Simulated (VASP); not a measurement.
Given:

```xyz
2
Lattice="0.0000 2.1151 2.1151 2.1151 0.0000 2.1151 2.1151 2.1151 0.0000" Properties=species:S:1:pos:R:3 pbc="T T T"
Ti     0.0000     0.0000     0.0000
N      2.1151     2.1151     2.1151
```

All values below come from optB86b-vdW, VASP's PBE PAW potentials (set 64) (plane waves; VASP). Numerical set-up: 520 eV cut-off, 17×17×17 Γ-centred mesh, tetrahedra with Blöchl corrections, potentials Ti_sv N.

Problem. What does the run give for the energy per atom (σ→0), band gap (on the k-mesh) with the smallest direct gap where there is one?

Solution. 
* **band gap (on the k-mesh)**: none (metal, semimetal or under 0.01 eV)
* **energy per atom (σ→0)**: -7.912 eV/atom

The compound is TiN in the rock salt structure. It was relaxed first. The electron count is odd and the run is not spin-polarised, which forces a metal.
